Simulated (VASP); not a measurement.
An input for Ansatz (written as the equivalent of a VASP run, and not itself run):

Ansatz 0.2 input:
```yaml
crystal:
  lattice:
    - [6.2267997, 0.0000000, 0.0000000]
    - [0.0000000, 6.2267997, 0.0000000]
    - [0.0000000, 0.0000000, 6.2267997]
  atoms:
    - { symbol: Cs, position: [0.0000000, 0.0000000, 0.0000000] }
    - { symbol: Sn, position: [0.5000000, 0.5000000, 0.5000000] }
    - { symbol: I, position: [0.5000000, 0.0000000, 0.5000000] }
    - { symbol: I, position: [0.0000000, 0.5000000, 0.5000000] }
    - { symbol: I, position: [0.5000000, 0.5000000, 0.0000000] }
kpoints:
  mp_grid: { grid: [4, 4, 4] }
hamiltonian:
  xc: revpbe
  pseudopotentials: { kind: paw }
scf:
  occupations: { method: gaussian, width: 0.05 }
  max_iter: 100
output: { forces: true, stress: true, eigenvalues: true }
```

Write the VASP files for the same calculation (revPBE).

One answer among several that fit: 
File POSCAR:
```
CsSnI3
1
    6.2267997361     0.0000000000     0.0000000000
    0.0000000000     6.2267997361     0.0000000000
    0.0000000000     0.0000000000     6.2267997361
Cs Sn I
1 1 3
Direct
  0.0000000000   0.0000000000   0.0000000000
  0.5000000000   0.5000000000   0.5000000000
  0.5000000000   0.0000000000   0.5000000000
  0.0000000000   0.5000000000   0.5000000000
  0.5000000000   0.5000000000   0.0000000000
```

INCAR:
```
! general
SYSTEM  = CsSnI3
PREC    = Accurate
ENCUT   = 520
LREAL   = F
LASPH   = T

! electronic loop
EDIFF   = 1E-7
NELM    = 100
ALGO    = Normal
LMAXMIX = 4

! smearing
ISMEAR  = 0
SIGMA   = 0.05

! functional
GGA     = RE

! ions
ISIF    = 2

! output
LWAVE   = F
LCHARG  = F
```

**KPOINTS**
```
Automatic mesh
0
Gamma
4 4 4
0 0 0
```

POTCAR, in this order: Cs_sv Sn_d I (PBE.64 set). Program: vasp_std.

The two are equivalent in intent, not identical: each code has its own PAW files, so the cut-off isn't converted (ENCUT is set for VASP's; basis.ecutwfc is left out, and Ansatz then takes the one that its files recommend); Ansatz stops its SCF on the density residual and VASP on the energy change (EDIFF).

The compound is CsSnI3 in the cubic perovskite structure, the ideal cubic form; the compound distorts at low or room temperature. This cell is one point of a volume scan, at 0.94 of the reference volume.
